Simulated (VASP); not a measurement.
Given:

```yaml
crystal:
  lattice:
    - [1.57000, -2.71932, 0.00000]
    - [1.57000, 2.71932, 0.00000]
    - [0.00000, 0.00000, 3.48000]
  atoms:
    - { symbol: Hf, position: [0.00000, 0.00000, 0.00000] }
    - { symbol: B, position: [0.33333, 0.66667, 0.50000] }
    - { symbol: B, position: [0.66667, 0.33333, 0.50000] }
```

The numbers are results of PBE GGA, VASP's PBE PAW potentials (set 64) (plane waves; VASP 6.6.1), not measurements. Numerical set-up: EDIFF = 1E-3, 520 eV cut-off, 10×10×8 Γ-centred mesh, first-order Methfessel-Paxton smearing of 0.10 eV, potentials Hf_pv B.

Problem. Give the stress tensor in GPa (positive for a compressed cell).

Solution. 
```
0.89  0.00  0.00
0.00  0.89  0.00
0.00  0.00  1.67
```
The pressure is its mean diagonal, 1.15 GPa.

The compound is HfB2 in the AlB2 type structure. The cell was not relaxed at this level. The run is one of a series of settings (EDIFF = 1E-3 against the base run), some of them coarse on purpose.
